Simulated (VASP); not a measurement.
Given:

```yaml
crystal:
  lattice:
    - [0.00000, 2.79287, 2.79287]
    - [2.79287, 0.00000, 2.79287]
    - [2.79287, 2.79287, 0.00000]
  atoms:
    - { symbol: Si, position: [0.25000, 0.25000, 0.25000] }
    - { symbol: Si, position: [0.75000, 0.75000, 0.75000] }
    - { symbol: Ni, position: [0.00000, 0.00000, 0.00000] }
```

These are vdW-DF2, VASP's PBE PAW potentials (set 64) (plane waves; VASP) values and carry that method's errors. Run with 520 eV cut-off, 9×9×9 Γ-centred mesh, first-order Methfessel-Paxton smearing of 0.10 eV, potentials Si Ni.

**Question.** What does the run give for the energy per atom (σ→0), band gap (on the k-mesh) with the smallest direct gap where there is one?

**Answer.** 
The band gap (on the k-mesh) comes out as none (metal, semimetal or under 0.01 eV) and the energy per atom (σ→0) is -3.240 eV/atom.

Only differences to runs with the same potentials and settings are physical.

The compound is NiSi2 in the fluorite structure. It was relaxed first, which changed the volume by +10 %. The start is the result of an earlier pass. The run is not spin-polarised, so no magnetic state was tried.
